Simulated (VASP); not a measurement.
# GW on KZnF3: a test of the settings

How far does the GW correction to the gap of KZnF3 depend on the settings? The starting structure is a measured crystal structure from the Crystallography Open Database. Cell and atoms stay as given.

Method: GW on LDA orbitals, with plane waves and PAW data sets made for GW, in VASP 6.6.1.

**1. Starting point**

The structure is cubic, space group Pm-3m (No. 221). Conventional cell: a = 4.050 Å, b = 4.050 Å, c = 4.050 Å, α = 90.00°, β = 90.00°, γ = 90.00°. Nearest to Zn lie 6 F at 2.02 Å. K has 12 F at 2.86 Å nearest. Nearest to F lie 2 Zn at 2.02 Å and 4 K at 2.86 Å. Farther neighbours and most contacts between anions are not listed.

**2. G0W0 (response cutoff 100 eV, 4×4×4 mesh)**

It reads the orbitals and their derivatives (WAVECAR and WAVEDER) of a run with the empty bands, which follows a ground-state run; neither is shown.

Contents of INCAR:

```
SYSTEM = KZnF3
PREC = Accurate
ENCUT = 520
ISMEAR = 0
SIGMA = 0.01
LREAL = .FALSE.
GGA = CA
NBANDS = 152
ALGO = EVGW0
NELMGW = 1
ENCUTGW = 100
NOMEGA = 40
PRECFOCK = Fast
NBANDSGW = 32
LWAVE = .FALSE.
LCHARG = .FALSE.
```

Contents of POSCAR:

```
KZnF3
1.0
    4.0500000000      0.0000000000      0.0000000000
    0.0000000000      4.0500000000      0.0000000000
    0.0000000000      0.0000000000      4.0500000000
Zn K F
1 1 3
Direct
    0.5000000000      0.5000000000      0.5000000000
    0.0000000000      0.0000000000      0.0000000000
    0.5000000000      0.0000000000      0.5000000000
    0.0000000000      0.5000000000      0.5000000000
    0.5000000000      0.5000000000      0.0000000000
```

Contents of KPOINTS:

```
Automatic mesh
0
Gamma
4 4 4
0 0 0
```

Potentials, in the order of the species: Zn_GW, K_sv_GW and F_GW (LDA family, release 64).

Run with:

```console
$ mpirun -np 8 vasp_std
```

Output:

```text
[banner, memory and clock lines left out]
running    8 mpi-ranks, on    1 nodes
 distrk:  each k-point on    8 cores,    1 groups
 distr:  one band on    1 cores,    8 groups

 POSCAR found type information on POSCAR ZnK F
 POSCAR found :  3 types and       5 ions
|                                                                             |
|           W    W    AA    RRRRR   N    N  II  N    N   GGGG   !!!           |
|           W    W   A  A   R    R  NN   N  II  NN   N  G    G  !!!           |
|           W    W  A    A  R    R  N N  N  II  N N  N  G       !!!           |
|           W WW W  AAAAAA  RRRRR   N  N N  II  N  N N  G  GGG   !            |
|           WW  WW  A    A  R   R   N   NN  II  N   NN  G    G                |
|           W    W  A    A  R    R  N    N  II  N    N   GGGG   !!!           |
|                                                                             |
|     For optimal performance we recommend to set                             |
|       NCORE = 2 up to number-of-cores-per-socket                            |
|     NCORE specifies how many cores store one orbital (NPAR=cpu/NCORE).      |
|     This setting can greatly improve the performance of VASP for DFT.       |
|     The default, NCORE=1 might be grossly inefficient on modern             |
|     multi-core architectures or massively parallel machines. Do your        |
|     Unfortunately you need to use the default for GW and RPA                |
|     calculations (for HF NCORE is supported but not extensively tested      |
|     yet).                                                                   |
|                                                                             |

|                                                                             |
|           W    W    AA    RRRRR   N    N  II  N    N   GGGG   !!!           |
|           W    W   A  A   R    R  NN   N  II  NN   N  G    G  !!!           |
|           W    W  A    A  R    R  N N  N  II  N N  N  G       !!!           |
|           W WW W  AAAAAA  RRRRR   N  N N  II  N  N N  G  GGG   !            |
|           WW  WW  A    A  R   R   N   NN  II  N   NN  G    G                |
|           W    W  A    A  R    R  N    N  II  N    N   GGGG   !!!           |
|                                                                             |
|     The default for ENCUTGWSOFT is different in this version of VASP.       |
|     please manually set ENCUTGWSOFT =100 in the INCAR file.                 |
|                                                                             |

 LDA part: xc-table for (Slater(with rela. corr.)+CA(PZ))
 , standard interpolation
 found WAVECAR, reading the header
 POSCAR, INCAR and KPOINTS ok, starting setup
 FFT: planning ... GRIDC
 FFT: planning ... GRID_SOFT
 FFT: planning ... GRID
 reading WAVECAR
 the WAVECAR file was read successfully
 initial charge from wavefunction
 available memory per node:     86.96 GB, setting MAXMEM to     89045

 The Fermi energy was updated, please check that it is located mid-gap
 values below the HOMO (VB) or above the LUMO (CB) will cause erroneous energies
 E-fermi :   2.8749

 calculate exact exchange contribution
 the WAVEDER file was read successfully
energies w=
    0.000    0.000    1.118    0.000    2.230    0.000    3.329    0.000
    4.411    0.000    5.472    0.000    6.510    0.000    7.525    0.000
    8.517    0.000    9.490    0.000   10.445    0.000   11.387    0.000
   12.319    0.000   13.248    0.000   14.177    0.000   15.112    0.000
   16.061    0.000   17.029    0.000   18.025    0.000   19.058    0.000
   20.137    0.000   21.276    0.000   22.487    0.000   23.790    0.000
   25.204    0.000   26.758    0.000   28.484    0.000   30.428    0.000
   32.648    0.000   35.224    0.000   38.268    0.000   41.938    0.000
   46.466    0.000   52.217    0.000   59.777    0.000   70.168    0.000
   85.335    0.000  109.496    0.000  153.825    0.000  260.868    0.000
 responsefunction array rank=     160
 LDA part: xc-table for (Slater(with rela. corr.)+CA(PZ))
 , standard interpolation

 min. memory requirement per mpi rank    176.9 MB, per node   1415.3 MB

 allocating   5 responsefunctions rank=   160
 shmem allocating  40 responsefunctions rank=   160
 response function shared by NCSHMEM nodes    1
 Doing            5  frequencies on each core in blocks of           40
NQ=   1    0.0000    0.0000    0.0000,
|.........|.........|.........|.........|.........|.........|.........|.........
 performed        449000 updates of chi_q(r,r)
 total number of BLAS operations         77.69 Gflops
NQ=   2    0.2500    0.0000    0.0000,
|.........|.........|.........|.........|.........|.........|.........|.........
 performed       1209000 updates of chi_q(r,r)
 total number of BLAS operations        223.90 Gflops
NQ=   3    0.5000    0.0000    0.0000,
|.........|.........|.........|.........|.........|.........|.........|.........
 performed       1804000 updates of chi_q(r,r)
 total number of BLAS operations        331.06 Gflops
NQ=   4    0.2500    0.2500    0.0000,
|.........|.........|.........|.........|.........|.........|.........|.........
 performed       2700000 updates of chi_q(r,r)
 total number of BLAS operations        494.66 Gflops
NQ=   5    0.5000    0.2500    0.0000,
|.........|.........|.........|.........|.........|.........|.........|.........
 performed       3596000 updates of chi_q(r,r)
 total number of BLAS operations        664.82 Gflops
NQ=   6    0.5000    0.5000    0.0000,
|.........|.........|.........|.........|.........|.........|.........|.........
 performed       4181000 updates of chi_q(r,r)
 total number of BLAS operations        773.06 Gflops
NQ=   7    0.2500    0.2500    0.2500,
|.........|.........|.........|.........|.........|.........|.........|.........
 performed       4883000 updates of chi_q(r,r)
 total number of BLAS operations        901.17 Gflops
NQ=   8    0.5000    0.2500    0.2500,
|.........|.........|.........|.........|.........|.........|.........|.........
 performed       5721000 updates of chi_q(r,r)
 total number of BLAS operations       1064.42 Gflops
NQ=   9    0.5000    0.5000    0.2500,
|.........|.........|.........|.........|.........|.........|.........|.........
 performed       6462000 updates of chi_q(r,r)
 total number of BLAS operations       1194.31 Gflops
NQ=  10    0.5000    0.5000    0.5000,
|.........|.........|.........|.........|.........|.........|.........|.........
 performed       6911000 updates of chi_q(r,r)
 total number of BLAS operations       1286.35 Gflops
 resolving degeneracies of screened two electron integrals

 calculate QP shifts <psi_nk| G(iteration)W_0 |psi_nk>: iteration 1
 entering main loop
```

Wall time 1.8 min (8 MPI ranks of AMD EPYC 7R43, shared host); peak memory 1.5 GiB.

Lines that name or quote the potential files are left out of all logs, and their timing lines are given in words.

Parts of OUTCAR (step 2):

```text
ion  position               nearest neighbor table
   1  0.500  0.500  0.500-   3 2.02   4 2.02   5 2.02   5 2.02   3 2.02   4 2.02
   2  0.000  0.000  0.000-
   3  0.500  0.000  0.500-   1 2.02   1 2.02
   4  0.000  0.500  0.500-   1 2.02   1 2.02
   5  0.500  0.500  0.000-   1 2.02   1 2.02

  LATTYP: Found a simple cubic cell.
 ALAT       =     4.0500000000

 Subroutine GETGRP returns: Found 48 space group operations
 (whereof 48 operations were pure point group operations)

The static configuration has the point symmetry O_h .

 Found     10 irreducible k-points:

   k-points           NKPTS =     10   k-points in BZ     NKDIM =     64   number of bands    NBANDS=    152

   dimension x,y,z NGX =    30 NGY =   30 NGZ =   30
   dimension x,y,z NGXF=    60 NGYF=   60 NGZF=   60

   ENCUT  =  520.0 eV  38.22 Ry    6.18 a.u.   7.53  7.53  7.53*2*pi/ulx,y,z

   NELECT =      42.0000    total number of electrons

  energy-cutoff  :      520.00
  volume of cell :       66.43
      direct lattice vectors                 reciprocal lattice vectors
     4.050000000  0.000000000  0.000000000     0.246913580  0.000000000  0.000000000
     0.000000000  4.050000000  0.000000000     0.000000000  0.246913580  0.000000000
     0.000000000  0.000000000  4.050000000     0.000000000  0.000000000  0.246913580

 k-points in reciprocal lattice and weights: Automatic mesh
   0.00000000  0.00000000  0.00000000       0.016
   0.25000000  0.00000000  0.00000000       0.094
   0.50000000  0.00000000  0.00000000       0.047
   0.25000000  0.25000000  0.00000000       0.188
   0.50000000  0.25000000  0.00000000       0.188
   0.50000000  0.50000000  0.00000000       0.047
   0.25000000  0.25000000  0.25000000       0.125
   0.50000000  0.25000000  0.25000000       0.188
   0.50000000  0.50000000  0.25000000       0.094
   0.50000000  0.50000000  0.50000000       0.016

 E-fermi :   2.8749

 QP shifts <psi_nk| G(iteration)W_0 |psi_nk>: iteration 1
 for sc-GW calculations column KS-energies equals QP-energies in previous step
 and V_xc(KS)=  KS-energies - (<T + V_ion + V_H > + <T+V_H+V_ion>^1  + <V_x>^1)
 k-point   1 :       0.0000    0.0000    0.0000
  band No.  KS-energies  QP-energies   sigma(KS)   V_xc(KS)     V^pw_x(r,r')   Z            occupation Imag(sigma)
    ...
     18      -0.9313      -2.8517     -24.4455     -21.9345     -29.9353       0.7648       2.0000       0.1840
     19      -0.7218      -2.4965     -24.7931     -22.4903     -30.0969       0.7706       2.0000       0.1737
     20      -0.7218      -2.4965     -24.7931     -22.4903     -30.0969       0.7706       2.0000       0.1737
     21      -0.7218      -2.4965     -24.7931     -22.4903     -30.0969       0.7706       2.0000       0.1737
     22       4.6941       6.6165     -10.3534     -12.5898      -7.0349       0.8596       0.0000      -0.0862
     23       9.5696      11.8820      -7.5836     -10.2416      -4.3041       0.8700       0.0000      -0.0871
     24       9.5696      11.8820      -7.5836     -10.2416      -4.3041       0.8700       0.0000      -0.0871
     25      10.1583      12.2626      -7.4187      -9.8604      -3.6877       0.8618       0.0000      -0.1031
    ...

 k-point   2 :       0.2500    0.0000    0.0000
  band No.  KS-energies  QP-energies   sigma(KS)   V_xc(KS)     V^pw_x(r,r')   Z            occupation Imag(sigma)
    ...
     18      -0.8919      -2.8120     -24.5243     -22.0250     -29.9982       0.7683       2.0000       0.1817
     19      -0.7472      -3.0185     -24.4844     -21.5652     -30.1251       0.7780       2.0000       0.1756
     20      -0.6816      -2.6690     -24.8974     -22.3232     -30.4468       0.7720       2.0000       0.1764
     21      -0.6816      -2.6690     -24.8974     -22.3232     -30.4468       0.7720       2.0000       0.1764
     22       5.8363       7.8321     -11.7432     -14.1018      -8.6561       0.8462       0.0000      -0.0878
     23       9.7873      12.0436      -8.8733     -11.5008      -5.5630       0.8587       0.0000      -0.0962
     24      10.0418      12.4814      -8.2801     -11.0948      -5.0570       0.8667       0.0000      -0.0887
     25      10.9233      13.1801      -8.0268     -10.6534      -4.4315       0.8592       0.0000      -0.1065
    ...

 k-point   3 :       0.5000    0.0000    0.0000
  band No.  KS-energies  QP-energies   sigma(KS)   V_xc(KS)     V^pw_x(r,r')   Z            occupation Imag(sigma)
    ...
     18      -0.9026      -2.7289     -24.4869     -22.1079     -29.8479       0.7677       2.0000       0.1800
     19      -0.6023      -2.8226     -25.0609     -22.1888     -30.8792       0.7731       2.0000       0.1782
     20      -0.6023      -2.8226     -25.0609     -22.1888     -30.8792       0.7731       2.0000       0.1782
     21      -0.5816      -3.1431     -24.4010     -21.1378     -30.2168       0.7850       2.0000       0.1742
     22       7.4975       9.7594     -13.2567     -15.9766     -10.1632       0.8316       0.0000      -0.1034
     23       9.1389      11.1657     -10.4301     -12.8120      -7.3420       0.8509       0.0000      -0.0945
     24      10.5551      13.1506      -9.0427     -12.0556      -5.8706       0.8615       0.0000      -0.0912
     25      12.0222      15.0283     -10.7704     -14.3264      -7.3823       0.8454       0.0000      -0.1129
    ...

 k-point   4 :       0.2500    0.2500    0.0000
  band No.  KS-energies  QP-energies   sigma(KS)   V_xc(KS)     V^pw_x(r,r')   Z            occupation Imag(sigma)
    ...
     18      -0.8024      -2.9352     -24.7285     -21.9549     -30.4491       0.7690       2.0000       0.1820
     19      -0.7511      -2.6754     -24.6132     -22.1071     -30.1075       0.7679       2.0000       0.1805
     20      -0.7063      -2.7108     -24.8497     -22.2511     -30.4142       0.7714       2.0000       0.1770
     21       0.0429      -2.1440     -25.6712     -22.8724     -31.3939       0.7814       2.0000       0.1652
     22       6.6767       8.7828     -12.1030     -14.6035      -8.9687       0.8423       0.0000      -0.0941
     23      10.2221      12.6319      -9.4025     -12.2181      -6.1529       0.8559       0.0000      -0.0973
     24      10.5756      12.9580      -8.8489     -11.6180      -5.5319       0.8603       0.0000      -0.0998
     25      11.1692      13.5296      -9.2009     -11.9778      -5.6937       0.8500       0.0000      -0.1127
    ...

[... 4 further parts left out ...]
```

G0W0 (response cutoff 100 eV, 4×4×4 mesh): the quasiparticle gap on this mesh is 7.765 eV, +4.127 eV from the LDA gap on the same points, with 152 bands.

**3. G0W0 (response cutoff 160 eV, 4×4×4 mesh)**

It reads the orbitals and their derivatives (WAVECAR and WAVEDER) of a run with the empty bands, which follows a ground-state run; neither is shown.

INCAR, as its differences from that of step 2:

```diff
@@ -7,6 +7,6 @@
 GGA = CA
-NBANDS = 152
+NBANDS = 312
 ALGO = EVGW0
 NELMGW = 1
-ENCUTGW = 100
+ENCUTGW = 160
 NOMEGA = 40
```

POSCAR is that of step 2.

KPOINTS is that of step 2.

Run with:

```console
$ mpirun -np 8 vasp_std
```

Output:

```text
[banner, memory and clock lines left out]
running    8 mpi-ranks, on    1 nodes
[...]
[... a notice as in an earlier step ...]

|                                                                             |
|           W    W    AA    RRRRR   N    N  II  N    N   GGGG   !!!           |
|           W    W   A  A   R    R  NN   N  II  NN   N  G    G  !!!           |
|           W    W  A    A  R    R  N N  N  II  N N  N  G       !!!           |
|           W WW W  AAAAAA  RRRRR   N  N N  II  N  N N  G  GGG   !            |
|           WW  WW  A    A  R   R   N   NN  II  N   NN  G    G                |
|           W    W  A    A  R    R  N    N  II  N    N   GGGG   !!!           |
|                                                                             |
|     The default for ENCUTGWSOFT is different in this version of VASP.       |
|     please manually set ENCUTGWSOFT =160 in the INCAR file.                 |
|                                                                             |

[...]
total number of BLAS operations       5733.34 Gflops
NQ=   6    0.5000    0.5000    0.0000,
|.........|.........|.........|.........|.........|.........|.........|.........
 performed       8943000 updates of chi_q(r,r)
 total number of BLAS operations       6641.58 Gflops
NQ=   7    0.2500    0.2500    0.2500,
|.........|.........|.........|.........|.........|.........|.........|.........
 performed      10444000 updates of chi_q(r,r)
 total number of BLAS operations       7758.66 Gflops
NQ=   8    0.5000    0.2500    0.2500,
|.........|.........|.........|.........|.........|.........|.........|.........
 performed      12224000 updates of chi_q(r,r)
 total number of BLAS operations       9145.32 Gflops
NQ=   9    0.5000    0.5000    0.2500,
|.........|.........|.........|.........|.........|.........|.........|.........
 performed      13804000 updates of chi_q(r,r)
 total number of BLAS operations      10283.58 Gflops
NQ=  10    0.5000    0.5000    0.5000,
|.........|.........|.........|.........|.........|.........|.........|.........
 performed      14785000 updates of chi_q(r,r)
 total number of BLAS operations      11009.52 Gflops
 resolving degeneracies of screened two electron integrals

 calculate QP shifts <psi_nk| G(iteration)W_0 |psi_nk>: iteration 1
 entering main loop
[key lines of the parts left out:]
E-fermi :   2.8749
```

It took 3.9 min on 8 MPI ranks; peak memory 2.4 GiB.

OUTCAR, selected parts (step 3):

```text
 QP shifts <psi_nk| G(iteration)W_0 |psi_nk>: iteration 1
 for sc-GW calculations column KS-energies equals QP-energies in previous step
 and V_xc(KS)=  KS-energies - (<T + V_ion + V_H > + <T+V_H+V_ion>^1  + <V_x>^1)
 k-point   1 :       0.0000    0.0000    0.0000
  band No.  KS-energies  QP-energies   sigma(KS)   V_xc(KS)     V^pw_x(r,r')   Z            occupation Imag(sigma)
    ...
     18      -0.9313      -2.9353     -24.5652     -21.9345     -29.9353       0.7618       2.0000       0.1967
     19      -0.7218      -2.5910     -24.9270     -22.4903     -30.0969       0.7671       2.0000       0.1881
     20      -0.7218      -2.5910     -24.9270     -22.4903     -30.0969       0.7671       2.0000       0.1881
     21      -0.7218      -2.5910     -24.9270     -22.4903     -30.0969       0.7671       2.0000       0.1881
     22       4.6941       6.5414     -10.4356     -12.5898      -7.0349       0.8575       0.0000      -0.0771
     23       9.5696      11.7920      -7.6844     -10.2416      -4.3041       0.8691       0.0000      -0.0887
     24       9.5696      11.7920      -7.6844     -10.2416      -4.3041       0.8691       0.0000      -0.0887
     25      10.1583      12.1431      -7.5563      -9.8604      -3.6877       0.8614       0.0000      -0.1004
    ...

[... 1 part as in an earlier step ...]

[... 2 further parts left out ...]
[key lines of the parts left out:]
E-fermi :   2.8749
```

G0W0 (response cutoff 160 eV, 4×4×4 mesh): the quasiparticle gap on this mesh is 7.584 eV, +3.946 eV from the LDA gap on the same points, with 312 bands.

[end of part 1 of 2]

[Lines on the potential files, build, host, timing and source positions are cut from VASP's logs without a mark.]

[Logs are printed without paths, hosts, clocks, repeated set-up lines and the standing remarks that a program may print on its own settings, such as how far it seeks lower states.]

[Hosts, paths, dates, database ids (printed as entryN), source tags and the programs' standing remarks are cut or masked in the printed files.]
